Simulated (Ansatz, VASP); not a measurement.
# AlGa31O48 (partly crystallised Ga2O3): VASP beside Ansatz, part 4 of 4

Aim: how closely do two programs agree when they are given the same cell, functional and k mesh? Of the first pair: The structure shown is the start of the Ansatz relaxation below; VASP solves that cell, so the two are compared at the walk's first step.

VASP 6.6.1 and Ansatz 0.2.0.

So far. Step 3 (VASP: single point, PBE, start cell, pair 1): The run ends at a pressure of 9.38 GPa, with forces up to 1.6 eV/Å. Step 6 (VASP: single point, PBE, relaxed cell, pair 2): The run ends at a pressure of 9.82 GPa, with forces up to 0.088 eV/Å.

### Step 9. VASP: single point, PBE, start cell, pair 3

Level of this step: PBE, zero-moment start; plane waves and PAW (Ga_d, Al, O) (VASP).

The same cell, functional, mesh and smearing now go to VASP, with its own data sets.

File INCAR:

```
SYSTEM = AlGa31O48
PREC = Accurate
ENCUT = 520
EDIFF = 1E-06
NELM = 200
ISMEAR = -1
SIGMA = 0.025
LREAL = Auto
ALGO = Normal
GGA = PE
NBANDS = 408
ISPIN = 2
MAGMOM = -0 0 -0 0 -0 0 0 -0 -0 0 -0 -0 0 0 0 -0 -0 -0 -0 0 -0 0 0 0 -0 -0 -0 -0 0 0 0 0 -0 -0 -0 0 -0 0 0 0 -0 0 -0 -0 -0 0 0 -0 0 -0 -0 -0 0 0 -0 0 0 -0 0 -0 -0 0 -0 -0 -0 -0 0 0 -0 0 0 0 0 -0 0 0 -0 -0 -0 -0
LORBIT = 11
LWAVE = .FALSE.
LCHARG = .FALSE.
ISIF = 2
LASPH = .TRUE.
GGA_COMPAT = .FALSE.
NCORE = 2
```

File POSCAR:

```
AlGa31O48
1.0
    9.3322300000      0.0000000000      0.0000000000
    0.0000000000      9.3322300000      0.0000000000
    0.0000000000      0.0000000000      9.3322300000
Ga Al O
31 1 48
Direct
    0.7844748790      0.8996670678      0.3287531490
    0.6217913618      0.6130581865      0.2843371841
    0.7907649083      0.8073311524      0.0106834058
    0.7869930338      0.1082913730      0.8156357055
    0.2773720751      0.1377055645      0.5572944516
    0.2806510341      0.1048623962      0.0782556795
    0.4268433161      0.8032163802      0.0168984262
    0.0911464891      0.9025602669      0.8352665976
    0.9430436241      0.6186945671      0.3028750899
    0.0743873651      0.6226914682      0.0273353743
    0.2732465874      0.6013139410      0.8032485269
    0.6143119062      0.6145905105      0.8188825179
    0.6108722138      0.1297974868      0.5443286331
    0.2995746997      0.8450391814      0.6077325570
    0.4415343385      0.3389650705      0.3091865503
    0.4525177798      0.9000313966      0.3207914936
    0.6183516694      0.1110452700      0.0878782456
    0.1202499295      0.8975989662      0.3196556450
    0.8023162738      0.4219355931      0.7102161005
    0.9532984078      0.1097165415      0.0884247388
    0.4514033623      0.1176139036      0.8159786032
    0.1267114077      0.3492198542      0.2781650259
    0.6142261817      0.8325234162      0.6177944607
    0.4592257156      0.4372588331      0.5884231314
    0.2879161787      0.6200125801      0.3001640551
    0.1080663464      0.4194388694      0.5651168049
    0.9592348238      0.1113774521      0.5568872606
    0.9385323765      0.7235998256      0.6261847383
    0.7953404492      0.3973005380      0.0485628837
    0.4385875616      0.3893067359      0.0253744282
    0.7909149260      0.3170731969      0.3550919769
    0.1162315974      0.2805438786      0.8765321901
    0.4438274667      0.5257585807      0.8845259922
    0.6051929710      0.2788829680      0.4133095734
    0.1298832112      0.7599255483      0.6924711457
    0.2842193131      0.9691788565      0.2214690379
    0.6156942124      0.2197974118      0.9132436727
    0.9386502476      0.9947997424      0.7258179449
    0.9550343273      0.5220295685      0.6385290547
    0.2756897333      0.2814761316      0.4127202180
    0.4429702226      0.9997288965      0.9863451715
    0.9755653258      0.2789901235      0.4207890290
    0.2515690248      0.7499493690      0.9406647714
    0.9176049026      0.2548051216      0.9217732525
    0.7633438096      0.7464775300      0.7122949177
    0.1149243000      0.2470792083      0.6702685210
    0.1157065353      0.5195649914      0.3886638028
    0.6293458262      0.5029666007      0.6504447490
    0.3151551130      0.2494902076      0.9184621468
    0.7844105857      0.7290326106      0.1959660231
    0.4500317716      0.7415483759      0.6920425236
    0.7816888354      0.5149465883      0.3745514202
    0.7836712126      0.0448231559      0.4675838465
    0.2821726426      0.7846463278      0.4209711934
    0.1333764813      0.4855752591      0.8948129225
    0.4507818603      0.2178257501      0.1540574975
    0.1256719991      0.0189129501      0.4852752236
    0.1172817215      0.2246944192      0.1349302364
    0.9539734876      0.9706468872      0.2307487064
    0.6088791211      0.4596114755      0.1369126136
    0.2992853798      0.4527535219      0.1761958289
    0.7894361798      0.2305772575      0.1709130615
    0.4586149291      0.5234761681      0.3989614487
    0.9437187039      0.7787206273      0.4340548829
    0.4444918310      0.0118942632      0.4882648627
    0.2789794079      0.5042953292      0.6317246789
    0.7751202017      0.5084958258      0.8881692800
    0.1176246192      0.7116948468      0.2051492516
    0.6091791565      0.7625722898      0.9489586090
    0.9596848770      0.4863146322      0.1395486395
    0.7889325488      0.0069329624      0.9945532847
    0.2883233697      0.0085724420      0.7260536871
    0.4495174251      0.7220353549      0.2006272884
    0.6166264655      0.0137587693      0.7172347874
    0.1140884869      0.0478449417      0.9614529432
    0.9653748354      0.7624222721      0.9333781958
    0.6178051763      0.9753617303      0.2283484226
    0.4478886611      0.2413571033      0.6444976174
    0.6212662997      0.7867144295      0.4232750372
    0.7912149615      0.2362029226      0.6519556419
```

File KPOINTS:

```
Automatic mesh
0
Gamma
1 1 1
0 0 0
```

Potentials, in the order of the species: Ga_d, Al and O (PBE family, release 64).

Command:

```console
$ mpirun -np 8 vasp_gam
```

Numbers of over 12 decimals in the logs are rounded to 6 here.

Output:

```text
[... set-up lines as in an earlier step ...]
 entering main loop
       N       E                     dE             d eps       ncg     rms          rms(c)
DAV:   1     0.202384545830E+05    0.20238E+05   -0.24012E+05  1688   0.366E+03
DAV:   2     0.487845380618E+04   -0.15360E+05   -0.14481E+05  1632   0.107E+03
DAV:   3     0.210808214536E+03   -0.46676E+04   -0.44156E+04  2040   0.395E+02
DAV:   4    -0.476000240707E+03   -0.68681E+03   -0.66998E+03  1848   0.158E+02
[...]
DAV:  18    -0.472352486069E+03    0.16940E-05   -0.36616E-05  2232   0.380E-02    0.913E-03
DAV:  19    -0.472352484887E+03    0.11825E-05   -0.82118E-06  1968   0.192E-02    0.360E-03
DAV:  20    -0.472352484626E+03    0.26032E-06   -0.16749E-06  1072   0.176E-02
   1 F= -.47235248E+03 E0= -.47235248E+03  d E =-.141023E-11  mag=    -0.0000
```

OUTCAR, selected parts (step 9):

```text
  Total       22.5988392     52.4317639     69.4018499     -3.2311678      1.3959694     -1.2634929
  in kB       44.5492517    103.3591072    136.8123579     -6.3696239      2.7518844     -2.4907325
  external PRESSURE =      94.9069056 kB  Pullay stress =       0.0000000 kB

 POSITION                                       TOTAL-FORCE (eV/Angst)
 -----------------------------------------------------------------------------------
      7.32090      8.39590      3.06800         0.008300      0.000350      0.015916
      5.80270      5.72120      2.65350        -0.014882     -0.005193      0.003564
      7.37960      7.53420      0.09970        -0.010674     -0.037939     -0.023477
      7.34440      1.01060      7.61170         0.003034      0.056535      0.053492
      2.58850      1.28510      5.20080        -0.022315      0.024493     -0.022308
      2.61910      0.97860      0.73030         0.088398     -0.026122      0.018195
      3.98340      7.49580      0.15770         0.004848     -0.001340     -0.013842
[...]
2.63330      7.32250      3.92860         0.001011      0.001343      0.029206
      1.24470      4.53150      8.35060        -0.138139     -1.234579     -0.087086
      4.20680      2.03280      1.43770        -0.007063     -0.007339      0.040996
      1.17280      0.17650      4.52870         0.006040     -0.020047     -0.001287
      1.09450      2.09690      1.25920         0.005664      0.114454     -0.296187
      8.90270      9.05830      2.15340         0.009155      0.012771     -0.022443
[...]
-----------------------------------------------------------------------------------
    total drift:                                0.000678     -0.015548      0.001339

  FREE ENERGIE OF THE ION-ELECTRON SYSTEM (eV)
  ---------------------------------------------------
  free  energy   TOTEN  =      -472.3524846262 eV

  energy  without entropy=     -472.3524846262  energy(sigma->0) =     -472.35248463

 magnetization (x)
# of ion       s       p       d       tot
------------------------------------------
    1       -0.000  -0.000   0.000  -0.000
    2        0.000  -0.000   0.000   0.000
    3       -0.000  -0.000  -0.000  -0.000
    4        0.000  -0.000   0.000   0.000
    5        0.000  -0.000   0.000   0.000
    6       -0.000  -0.000  -0.000  -0.000
    7        0.000  -0.000  -0.000  -0.000
    8        0.000   0.000  -0.000   0.000
    9        0.000  -0.000   0.000   0.000
   10        0.000  -0.000  -0.000  -0.000
   11       -0.000  -0.000  -0.000  -0.000
   12        0.000  -0.000   0.000  -0.000
   13        0.000   0.000   0.000   0.000
[...]
--------------------------------------------------
tot          0.000  -0.000  -0.000   0.000

[... 2 parts as in an earlier step ...]

[... 1 further part left out ...]
[key lines of the parts left out:]
E-fermi :   4.9819
```

The run ends at a pressure of 9.49 GPa, with forces up to 1.2 eV/Å.

### Step 10. Differences

Forces on 9 of the 80 atoms, those with the largest forces and the largest differences (eV/Å; atoms numbered as in POSCAR):

```
atom          Ansatz x, y, z            VASP x, y, z
Ga22     0.008, 0.051, 0.034   -0.019, 0.017, -0.040
Al32     0.127, 0.163, 0.043     0.127, 0.173, 0.045
 O37   0.002, -0.008, -0.015    0.014, 0.053, -0.028
 O44    0.979, 0.158, -0.270    1.003, 0.177, -0.293
 O46     0.008, 0.183, 1.088     0.001, 0.165, 1.134
 O49   -0.989, 0.176, -0.265   -1.031, 0.199, -0.293
 O55  -0.122, -1.176, -0.084  -0.138, -1.235, -0.087
 O58    0.005, 0.075, -0.304    0.006, 0.114, -0.296
 O75    0.006, 0.400, -0.175    0.009, 0.408, -0.203
```

The forces differ by 18 meV/Å r.m.s., which is 12.0 % of the r.m.s. force of 0.153 eV/Å (both taken over all components). Moments aren't recorded for both runs of this pair, so they may hold unlike magnetic states.

### Step 11. Summary of results

```yaml
r_m_s_force_difference_single_point_pbe_start_cell_pair_1: 8.6 % of the r.m.s. force
r_m_s_force_difference_single_point_pbe_relaxed_cell_pair_2: 18 meV/Å
r_m_s_force_difference_single_point_pbe_start_cell_pair_3: 18 meV/Å
```

The r.m.s. force difference is 8.6 % of the r.m.s. force (single point, PBE, start cell, pair 1), beyond the 3 % picked in this series as the mark of a large difference. What causes the difference of the single point, PBE, start cell, pair 1 pair stays open here. What causes the difference of the single point, PBE, relaxed cell, pair 2 pair stays open here. What causes the difference of the single point, PBE, start cell, pair 3 pair stays open here. 1 further run of this series is not shown here. How closely two codes agree says nothing of how well the functional describes the real material.

[Lines on the potential files, build, host, timing and source positions are cut from VASP's logs without a mark.]

[Logs are printed without paths, hosts, clocks, repeated set-up lines and the standing remarks that a program may print on its own settings, such as how far it seeks lower states.]

[Hosts, paths, dates, database ids (printed as entryN), source tags and the programs' standing remarks are cut or masked in the printed files.]
